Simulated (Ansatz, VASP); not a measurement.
## Cross-check of CsH between VASP and Ansatz

Wanted: the spread between two codes on one cell, functional and k mesh. The cell is taken from a series of runs on this material, whose earlier steps may have relaxed, scaled, displaced or heated it; both programs get it as it stands.

Method: plane waves, with VASP 6.6.1 beside it; relaxation of cell and atoms at LDA, in Ansatz 0.2.0.

## (1) The structure

It takes space group Pm-3m (No. 221, cubic). The conventional cell has a = 3.636 Å, b = 3.636 Å, c = 3.636 Å, α = 90.00°, β = 90.00°, γ = 90.00°. Cs has 8 H at 3.15 Å nearest. Nearest to H lie 8 Cs at 3.15 Å. Farther neighbours are not listed.

## (2) VASP: relaxation of cell and atoms, LDA

The relaxed volume is the usual yardstick between codes: in a stiff, nearly cubic crystal its relative difference is about their pressure difference at one cell divided by the bulk modulus.

Lines of VASP's logs that name or quote its potential files are left out, and so is its time.

The input, INCAR:

```
SYSTEM = CsH
PREC = Accurate
ENCUT = 500
EDIFF = 1E-07
NELM = 120
ISMEAR = 0
SIGMA = 0.02
LREAL = .FALSE.
ALGO = Normal
GGA = CA
NBANDS = 11
LORBIT = 11
LWAVE = .FALSE.
LCHARG = .FALSE.
ISIF = 3
IBRION = 2
NSW = 80
EDIFFG = -0.005
LASPH = .TRUE.
GGA_COMPAT = .FALSE.
NELMIN = 4
EFERMI = MIDGAP
```

The input, POSCAR:

```
CsH
1.0
    3.6360960000      0.0000000000      0.0000000000
    0.0000000000      3.6360960000      0.0000000000
    0.0000000000      0.0000000000      3.6360960000
Cs H
1 1
Direct
    0.0000000000      0.0000000000      0.0000000000
    0.5000000000      0.5000000000      0.5000000000
```

The input, KPOINTS:

```
Automatic mesh
0
Gamma
6 6 6
0 0 0
```

Potentials, in the order of the species: Cs_sv and H (LDA family, release 64).

On the command line:

```sh
mpirun -np 1 vasp_std
```

The log of the run:

```text
[banner, memory and clock lines left out]
running    1 mpi-ranks, on    1 nodes
 distrk:  each k-point on    1 cores,    1 groups
 distr:  one band on    1 cores,    1 groups

 POSCAR found type information on POSCAR CsH
 POSCAR found :  2 types and       2 ions
 LDA part: xc-table for (Slater(with rela. corr.)+CA(PZ))
 , standard interpolation
 POSCAR, INCAR and KPOINTS ok, starting setup
 FFT: planning ... GRIDC
 FFT: planning ... GRID_SOFT
 FFT: planning ... GRID
 WAVECAR not read
 entering main loop
       N       E                     dE             d eps       ncg     rms          rms(c)
DAV:   1     0.388162002873E+02    0.38816E+02   -0.44751E+03   440   0.757E+02
DAV:   2    -0.316713693087E+01   -0.41983E+02   -0.39308E+02   593   0.117E+02
DAV:   3    -0.565038880364E+01   -0.24833E+01   -0.24789E+01   536   0.302E+01
DAV:   4    -0.566521409706E+01   -0.14825E-01   -0.14824E-01   502   0.267E+00
DAV:   5    -0.566526057826E+01   -0.46481E-04   -0.46481E-04   534   0.162E-01    0.334E+00
DAV:   6    -0.508005034434E+01    0.58521E+00   -0.61438E-01   487   0.319E+00    0.137E+00
DAV:   7    -0.494841994779E+01    0.13163E+00   -0.50962E-01   501   0.277E+00    0.477E-01
DAV:   8    -0.495394169075E+01   -0.55217E-02   -0.46175E-02   473   0.979E-01    0.200E-01
DAV:   9    -0.495108567326E+01    0.28560E-02   -0.60508E-03   476   0.329E-01    0.256E-02
DAV:  10    -0.495113257417E+01   -0.46901E-04   -0.67002E-04   488   0.116E-01    0.192E-02
DAV:  11    -0.495112611932E+01    0.64548E-05   -0.28292E-05   485   0.207E-02    0.561E-03
DAV:  12    -0.495112598643E+01    0.13290E-06   -0.25296E-06   513   0.783E-03    0.246E-03
DAV:  13    -0.495112595960E+01    0.26824E-07   -0.16132E-07   399   0.241E-03
   1 F= -.49511260E+01 E0= -.49511260E+01  d E =-.495113E+01
 curvature:   0.00 expect dE= 0.000E+00 dE for cont linesearch  0.000E+00
 trial: gam= 0.00000 g(F)=  0.000E+00 g(S)=  0.167E-03 ort = 0.000E+00 (trialstep = 0.100E+01)
 search vector abs. value=  0.167E-03
 bond charge predicted
       N       E                     dE             d eps       ncg     rms          rms(c)
DAV:   1    -0.495187171449E+01   -0.74573E-03   -0.12039E-02   452   0.597E-01    0.104E-01
DAV:   2    -0.495139281789E+01    0.47890E-03   -0.57844E-04   455   0.134E-01    0.492E-02
DAV:   3    -0.495125743557E+01    0.13538E-03   -0.46289E-04   446   0.115E-01    0.104E-02
DAV:   4    -0.495125561813E+01    0.18174E-05   -0.41414E-06   473   0.140E-02    0.549E-03
DAV:   5    -0.495125522336E+01    0.39477E-06   -0.63538E-07   467   0.470E-03    0.141E-03
DAV:   6    -0.495125520767E+01    0.15696E-07   -0.25822E-08   268   0.839E-04
   2 F= -.49512552E+01 E0= -.49512552E+01  d E =-.129248E-03
 trial-energy change:   -0.000129  1 .order   -0.000129   -0.000167   -0.000090
 step:   2.1752(harm=  2.1752)  dis= 0.00000  next Energy=    -4.951308 (dE=-0.182E-03)
 bond charge predicted
       N       E                     dE             d eps       ncg     rms          rms(c)
DAV:   1    -0.495216484633E+01   -0.90962E-03   -0.16630E-02   446   0.701E-01    0.122E-01
DAV:   2    -0.495150483608E+01    0.66001E-03   -0.79758E-04   455   0.158E-01    0.578E-02
DAV:   3    -0.495131826255E+01    0.18657E-03   -0.63687E-04   443   0.135E-01    0.122E-02
DAV:   4    -0.495131576171E+01    0.25008E-05   -0.56653E-06   464   0.164E-02    0.644E-03
DAV:   5    -0.495131521714E+01    0.54456E-06   -0.86961E-07   452   0.550E-03    0.165E-03
DAV:   6    -0.495131519561E+01    0.21533E-07   -0.35584E-08   259   0.982E-04
   3 F= -.49513152E+01 E0= -.49513152E+01  d E =-.189236E-03
 curvature:  -1.09 expect dE=-0.220E-06 dE for cont linesearch -0.220E-06
 trial: gam=-0.03359 g(F)=  0.219E-70 g(S)=  0.203E-06 ort = 0.582E-05 (trialstep = 0.124E+01)
 search vector abs. value=  0.345E-09
 reached required accuracy - stopping structural energy minimisation
```

Parts of OUTCAR (step 2):

```text
ion  position               nearest neighbor table
   1  0.000  0.000  0.000-
   2  0.500  0.500  0.500-

  LATTYP: Found a simple cubic cell.
 ALAT       =     3.6360960000

 Subroutine GETGRP returns: Found 48 space group operations
 (whereof 48 operations were pure point group operations)

The static configuration has the point symmetry O_h .

 Found     20 irreducible k-points:

   k-points           NKPTS =     20   k-points in BZ     NKDIM =     20   number of bands    NBANDS=     11

   dimension x,y,z NGX =    28 NGY =   28 NGZ =   28
   dimension x,y,z NGXF=    56 NGYF=   56 NGZF=   56

   ENCUT  =  500.0 eV  36.75 Ry    6.06 a.u.   6.63  6.63  6.63*2*pi/ulx,y,z

   NELECT =      10.0000    total number of electrons

 k-points in reciprocal lattice and weights: Automatic mesh
   0.00000000  0.00000000  0.00000000       0.005
   0.16666667  0.00000000  0.00000000       0.028
   0.33333333  0.00000000  0.00000000       0.028
   0.50000000  0.00000000  0.00000000       0.014
   0.16666667  0.16666667  0.00000000       0.056
   0.33333333  0.16666667  0.00000000       0.111
   0.50000000  0.16666667  0.00000000       0.056
   0.33333333  0.33333333  0.00000000       0.056
   0.50000000  0.33333333  0.00000000       0.056
[...]
0.50000000  0.50000000  0.33333333       0.028
   0.50000000  0.50000000  0.50000000       0.005

 average (electrostatic) potential at core
       1 -48.6697       2 -31.7625

 E-fermi :   2.4019

 k-point     1 :       0.0000    0.0000    0.0000
  band No.  band energies     occupation
      1     -20.5848      2.00000
      2      -6.3336      2.00000
      3      -6.3336      2.00000
      4      -6.3336      2.00000
      5      -0.9706      2.00000
      6       4.2941      0.00000
      7       4.2941      0.00000
      8       9.4033      0.00000
      9      11.4398      0.00000
     10      11.4398      0.00000
    ...

 k-point     2 :       0.1667    0.0000    0.0000
  band No.  band energies     occupation
      1     -20.5241      2.00000
      2      -6.9980      2.00000
      3      -6.2777      2.00000
      4      -6.2777      2.00000
      5      -0.4552      2.00000
      6       4.4816      0.00000
      7       4.9541      0.00000
      8       8.5966      0.00000
      9       9.6045      0.00000
     10       9.6045      0.00000
    ...

 k-point     3 :       0.3333    0.0000    0.0000
  band No.  band energies     occupation
      1     -20.3977      2.00000
      2      -8.0440      2.00000
      3      -6.1618      2.00000
      4      -6.1618      2.00000
      5       0.5175      2.00000
      6       4.6591      0.00000
      7       4.9297      0.00000
      8       8.0259      0.00000
      9       8.0259      0.00000
     10      10.0083      0.00000
    ...

  Total        0.0016735      0.0016735      0.0016735     -0.0000000     -0.0000000      0.0000000
  in kB        0.0553526      0.0553526      0.0553526     -0.0000000     -0.0000000      0.0000000
  external PRESSURE =       0.0553526 kB  Pullay stress =       0.0000000 kB

  energy-cutoff  :      500.00
  volume of cell :       48.44
      direct lattice vectors                 reciprocal lattice vectors
     3.645270667  0.000000000  0.000000000     0.274328052  0.000000000 -0.000000000
     0.000000000  3.645270667  0.000000000    -0.000000000  0.274328052 -0.000000000
     0.000000000  0.000000000  3.645270667    -0.000000000 -0.000000000  0.274328052

 POSITION                                       TOTAL-FORCE (eV/Angst)
 -----------------------------------------------------------------------------------
      0.00000      0.00000      0.00000        -0.000000     -0.000000      0.000000
      1.82264      1.82264      1.82264         0.000000      0.000000      0.000000
 -----------------------------------------------------------------------------------
    total drift:                                0.000000      0.000000      0.000000

  FREE ENERGIE OF THE ION-ELECTRON SYSTEM (eV)
  ---------------------------------------------------
  free  energy   TOTEN  =        -4.9513151956 eV

  energy  without entropy=       -4.9513151956  energy(sigma->0) =       -4.95131520

 reached required accuracy - stopping structural energy minimisation

 total charge
# of ion       s       p       d       tot
------------------------------------------
    1        1.832   4.669   0.066   6.567
    2        0.468   0.000   0.000   0.469
--------------------------------------------------
tot          2.301   4.670   0.066   7.036

[... 3 further parts left out ...]
```

CONTCAR:

```
CsH
   1.00000000000000
     3.6452706667887798    0.0000000000000000    0.0000000000000000
     0.0000000000000000    3.6452706667887798    0.0000000000000000
     0.0000000000000000    0.0000000000000000    3.6452706667887798
  Cs              H
     1     1
Direct
     0.0000000000000000    0.0000000000000000    0.0000000000000000
     0.5000000000000000    0.5000000000000000    0.5000000000000000
```

## (3) Ansatz: relaxation of cell and atoms, LDA

Ansatz runs on norm-conserving files, of PseudoDojo where its log says so.

The same cell, functional (in two slightly different forms), mesh and smearing now go to Ansatz.

The input, input.yaml:

```yaml
crystal:
  lattice:
    - [3.6360962107, 0.0, 0.0]
    - [0.0, 3.6360962107, 0.0]
    - [0.0, 0.0, 3.6360962107]
  atoms:
    - { symbol: Cs, position: [0.0, 0.0, 0.0] }
    - { symbol: H, position: [0.5, 0.5, 0.5] }
kpoints:
  mp_grid: { grid: [6, 6, 6] }
hamiltonian:
  xc: lda
  pseudopotentials: { kind: nc, accuracy: standard }
scf:
  occupations: { method: gaussian, width: 0.02 }
output:
  forces: true
  stress: true
  eigenvalues: true
basis:
  ecutwfc: 1061.244
relax:
  adjacent_minimum: "off"
  f_tol: 0.003
  max_steps: 80
  cell: { stress_tol: 0.03 }
```

On the command line:

```sh
ansatz run input.yaml --threads 2 --pin off --max-ram 4096MiB --backend cpu --events-out ev --progress --plain --runs-dir out
```

The log of the run:

```text
Engine: ansatz 0.2.0, x86_64-unknown-linux-gnu
Pseudopotentials: kind: nc
Pseudopotential: Cs, nc, valence charge 9, recommended cutoff 653.07327 eV (normal), Cs.nc.azcp (PseudoDojo's, or run here from an input of PseudoDojo's; its table is named by hamiltonian.pseudopotentials.accuracy)
Pseudopotential: H, nc, valence charge 1, recommended cutoff 1006.821291 eV (normal), H.nc.azcp (PseudoDojo's, or run here from an input of PseudoDojo's; its table is named by hamiltonian.pseudopotentials.accuracy)
Functional definition: SPW92
  exchange = slater_x
  correlation = pw_c
Crystal: 2 atoms, lattice volume = 48.074 Å³
Basis set: ecut = 1061.244 eV, 3791 PW (Γ)
Bands: 9, of which v1, the nominal top of the filled ones, is band 5 counted from 1 (4 counted from 0)
Symmetry: 48 space group operations
Space group: Pm-3m (ITA 221), of the structure as read, at distance tolerance 3.6e-5 Å
k-points: 20 of 216
Non-local potential: Cs, projectors of the file, l = 0: 2, l = 1: 2, l = 2: 2, l = 3: 2
Non-local potential: H, projectors of the file, l = 0: 2, l = 1: 1
Initial density: superposition of atomic densities (chi_scale 0.1, normalization cell, long waves kept (reshape's long-wave potential 0.00 eV rms))
Initial wavefunctions: pseudopotential atomic-orbital guess
Functional: x = slater, c = lda
SCF iter   1: F=—  HF=-654.355979 eV  |F-HF|=—  |Δ(HF+E_count)|=         —  Δρ=3.92e-2  dr2=1.22e0  ethr=3.10e-3  ⟨swp⟩=9.1  Hψ=1922  notcnv=0
preconditioner: auto → none  [insulator: Δε(μ)=3.587 eV  Ē_g=11.807 eV  σ=0.020 eV  W_gap=1.00  n_scr=6 (ndim 8)  ℏωp=15.1 eV  f_vac=0.000  D(μ)=0.00/eV (n_scr^D=0)  ε∞_Penn≈2.6]
SCF iter   2: F=—  HF=-653.876768 eV  |F-HF|=—  |Δ(HF+E_count)|=   4.79e-1  Δρ=5.00e-3  dr2=1.75e-2  ethr=3.10e-3  ⟨swp⟩=4.0  Hψ=563  notcnv=0
SCF iter   3: F=—  HF=-653.874939 eV  |F-HF|=—  |Δ(HF+E_count)|=   1.83e-3  Δρ=2.57e-3  dr2=1.97e-3  ethr=1.75e-4  ⟨swp⟩=2.9  Hψ=440  notcnv=0
SCF iter   4: F=—  HF=-653.875433 eV  |F-HF|=—  |Δ(HF+E_count)|=   4.94e-4  Δρ=2.42e-4  dr2=2.25e-5  ethr=1.97e-5  ⟨swp⟩=1.6  Hψ=213  notcnv=0
SCF iter   5: F=—  HF=-653.875442 eV  |F-HF|=—  |Δ(HF+E_count)|=   8.29e-6  Δρ=2.81e-5  dr2=2.52e-7  ethr=2.25e-7  ⟨swp⟩=3.1  Hψ=330  notcnv=0
SCF iter   6: F=-653.875442 eV  HF=-653.875442 eV  |F-HF|=3.72e-9  |Δ(HF+E_count)|=   4.47e-8  Δρ=4.22e-6  dr2=6.27e-9  ethr=1.00e-9  ⟨swp⟩=8.2  Hψ=1323  notcnv=0
SCF 1 converged in 6 iterations: F = -653.875442 eV  dr2 = 6.27e-9
relax step   1: F+E_penalty+E_count = -653.87544154 eV  Δ(F+E_penalty+E_count) = +0.000e0 eV  max|allowed force component| = 6.779e-32 eV/Å  Δτ_max = 0.0000 Å  P = +0.011 GPa  Ω = 48.074 Å³  (6 SCF iters, dr2 threshold 1.00e-7 eV, accepted)
Initial density: handed on by an earlier stage of this run
Initial wavefunctions: pseudopotential atomic-orbital guess (no wavefunctions were taken with the density)
iter 1 solved again at ethr=2.23e-6 eV; its pass at ethr=3.10e-3 eV (dr2=2.23e-4 eV) is discarded
SCF iter   1: F=—  HF=-653.875449 eV  |F-HF|=—  |Δ(HF+E_count)|=         —  Δρ=3.78e-6  dr2=3.12e-9  ethr=2.23e-6  ⟨swp⟩=3.6  Hψ=2683  notcnv=0
eigensolver tolerance schedule: the retry pair's looser diagonalisation over-reported the residual by 71556.44 of it (diagonalisation noise at an unbounded share of the residual, at the tolerance the schedule requests for it); recorded, not acted on — ethr = c·dr2/N_el stays at c = 1.0e-1
preconditioner: auto → none  [insulator: Δε(μ)=2.420 eV  Ē_g=11.940 eV  σ=0.020 eV  W_gap=1.00  n_scr=6 (ndim 8)  ℏωp=15.1 eV  f_vac=0.000  D(μ)=0.00/eV (n_scr^D=0)  ε∞_Penn≈2.6]
SCF iter   2: F=—  HF=-653.875442 eV  |F-HF|=—  |Δ(HF+E_count)|=   7.46e-6  Δρ=2.37e-6  dr2=2.31e-9  ethr=3.12e-11  ⟨swp⟩=4.2  Hψ=473  notcnv=0
SCF iter   3: F=—  HF=-653.875442 eV  |F-HF|=—  |Δ(HF+E_count)|=  9.18e-10  Δρ=2.92e-7  dr2=4.76e-11  ethr=2.31e-11  ⟨swp⟩=2.0  Hψ=259  notcnv=0
SCF iter   4: F=-653.875442 eV  HF=-653.875442 eV  |F-HF|=1.59e-12  |Δ(HF+E_count)|=  5.34e-12  Δρ=1.39e-7  dr2=5.87e-12  ethr=1.00e-12  ⟨swp⟩=8.4  Hψ=1116  notcnv=0
SCF 2 converged in 4 iterations: F = -653.875442 eV  dr2 = 5.87e-12
relax step   2: F+E_penalty+E_count = -653.87544154 eV  Δ(F+E_penalty+E_count) = -1.543e-9 eV  max|allowed force component| = 2.617e-31 eV/Å  Δτ_max = 0.0000 Å  P = +0.011 GPa  Ω = 48.074 Å³  stress off target by 1.07e-2 GPa  SCF on the basis re-selected at this cell (its energy is not comparable with the rows above)  (4 SCF iters)
basis re-selected at this cell: Δ(F+E_penalty+E_count) = -1.543e-9 eV, ΔP = +0.000 GPa vs the last step (what re-selecting the basis moved, of the pressure what is left beyond the Pulay correction that the steps carried, after the strain that the cell walked since its last selection, with what the two solves' SCF thresholds leave and, on support functions, any second-order correction that the steps lacked; it is no m [...]
SCF converged after 4 iterations
Free energy (F): -653.875442 eV
Harris-Foulkes:  -653.875442 eV  (|F-HF|=1.59e-12)
Internal energy: -653.875442 eV  (E = F + TS)
E sigma→0 (E₀):  -653.875442 eV
Fermi energy:    6.593880 eV
--- Per-component energies (eV) ---
  E_band       = -40.627482
  E_kinetic    = 155.313648
  E_local      = -279.939172  (includes V_loc(G=0)·N_el)
  E_nonlocal   = 89.896403
  E_hartree    = 66.817352
  E_xc         = -196.695118
  E_vxc        = -139.533069  (∫ρ·V_xc dr)
  E_ewald      = -489.268554
  E_smearing   = -0.000000  (= −TS)
  E_closure    = 0.000000  (closes the sum)
  Σ components = -653.875442   (vs F -653.875442, Δ=0.00e0)
--- Forces (eV/Å), atoms counted from 1 ---
  atom   1  Cs     0.00000000    -0.00000000    -0.00000000
  atom   2  H      0.00000000    -0.00000000    -0.00000000
  max |Σ_I F_I| component: 5.28e-31 eV/Å
--- Stress (GPa, compression-positive) ---
        0.010663      -0.000000       0.000000
        0.000000       0.010663       0.000000
        0.000000       0.000000       0.010663
  P = ⅓ Tr σ = 0.0107 GPa (0.107 kbar)
--- Band table (eV; the first three rows and the last of 20) ---
  k-point 0: bands = ["-16.4453", "-2.1116", "-2.1116", "-2.1116", "3.2275", "8.5303", "8.5303", "13.6620", "15.7825"]
  k-point 1: bands = ["-16.3839", "-2.7842", "-2.0546", "-2.0546", "3.7485", "8.7158", "9.1910", "12.7043", "13.7666"]
  k-point 2: bands = ["-16.2560", "-3.8427", "-1.9366", "-1.9366", "4.7223", "8.8907", "9.1656", "12.2582", "12.2582"]
  k-point 19: bands = ["-15.7159", "-3.4758", "-3.4758", "-3.4758", "5.3839", "7.8040", "7.8040", "7.8040", "17.4291"]
--- Relaxed structure (1 steps of the walk, 1 accepted, 1 SCFs on fresh bases) ---
  F+E_penalty+E_count = -653.87544154 eV   max|allowed force component| = 2.617e-31 eV/Å   (the final SCF, on the basis selected at the relaxed cell)
  cell:  # Å, volume = 48.0735 Å³
    - [3.6360962107, 0.0, 0.0]
    - [0.0, 3.6360962107, 0.0]
    - [0.0, 0.0, 3.6360962107]
  atoms:
    - { symbol: Cs, position: [0.0, 0.0, 0.0] }
    - { symbol: H, position: [0.5, 0.5, 0.5] }
```

## (4) Comparison

Known differences besides the potentials themselves: the two LDA forms differ slightly; the cutoff is 1061.24 eV in Ansatz and 500 eV in VASP; VASP's log shows a relativistic correction to its local exchange, Ansatz's none; Ansatz adds a Pulay correction to the stress that steers its cell, VASP none. Total energies have different zeros and are not compared.

Both answers:

```
                                         quantity  Ansatz   VASP  difference
                                      volume (Å³)   48.07  48.44     -0.75 %
edge a after relaxation, in the typed setting (Å)   3.636  3.645     -0.25 %
```

## (5) Results

* difference in volume (relaxation of cell and atoms, LDA): -0.75 %

The difference in volume is -0.75 % (relaxation of cell and atoms, LDA), within the 1.2 % picked in this series as the mark of a large difference, as far as the stopping tolerances let one tell. Such differences can come from data sets, numerical settings and the points named under the comparisons, not from the functional's error against experiment.

[Lines on the potential files, build, host, timing and source positions are cut from VASP's logs without a mark.]

[Logs are printed without paths, hosts, clocks, repeated set-up lines and the standing remarks that a program may print on its own settings, such as how far it seeks lower states.]

[Hosts, paths, dates, database ids (printed as entryN), source tags and the programs' standing remarks are cut or masked in the printed files.]
